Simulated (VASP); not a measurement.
Energy against volume of W (bcc). These are rev-vdW-DF2, VASP's PBE PAW potentials (set 64) (plane waves; VASP) values and carry that method's errors.

| V (Å³/atom) | E (eV/atom) |
|---|---|
| 15.011 | -10.27988 |
| 15.490 | -10.32601 |
| 15.969 | -10.33917 |
| 16.448 | -10.32409 |
| 16.927 | -10.28517 |

Problem. Fit a third-order Birch-Murnaghan equation of state.

Solution. 
```
Quantity                                         Result
---------------------------------------  --------------
volume per atom                          15.94 Å^3/atom
bulk modulus                                    315 GPa
pressure derivative of the bulk modulus            4.37
lattice constant a                           5.992 bohr
```

Measured: bulk modulus 312 GPa at 0 K (computed value off by +1.0 %), as given by Vázquez-Parga, Fernández-Martínez, Viñes, J. Chem. Theory Comput. (2023), doi:10.1021/acs.jctc.3c00612, Supporting … [zero-point energy and finite temperature contributions removed]; a 3.160 Å at 0 K (computed value off by +0.3 %), as given by Daniel Mejia-Rodriguez et al., Physical Review B (2018), arXiv:1807.09216 [static lattice: zero-point anharmonic expansion removed].

The compound is W in the bcc structure. It was relaxed first.
